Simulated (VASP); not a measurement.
```
KI
1.0
    0.00000     2.77134     2.77134
    2.77134     0.00000     2.77134
    2.77134     2.77134     0.00000
K I
1 1
Direct
  0.00000   0.00000   0.00000
  0.50000   0.50000   0.50000
```

Computed with LDA (Ceperley-Alder, Perdew-Zunger), VASP's LDA PAW potentials (set 64) (plane waves; VASP). Numerical set-up: 500 eV cut-off, 8×8×8 Γ-centred mesh, Gaussian smearing of 0.050 eV, potentials K_sv I.

Unless said otherwise, spin-orbit coupling is left out, though it shifts the bands of the heavy elements here.

Task: What does the run give for the energy per atom (σ→0), pressure, band gap (on the k-mesh) with the smallest direct gap where there is one?

Result: 
| Item | Result |
|---|---|
| band gap (on the k-mesh) | 1.88 eV |
| smallest direct gap (on the k-mesh) | 2.67 eV |
| energy per atom (σ→0) | -1.637 eV/atom |
| pressure | 451.2 kbar |

The absolute energy has meaning only against runs of the same code, potentials and settings.

The compound is KI in the rock salt structure. It was relaxed first under an external pressure of 45 GPa.
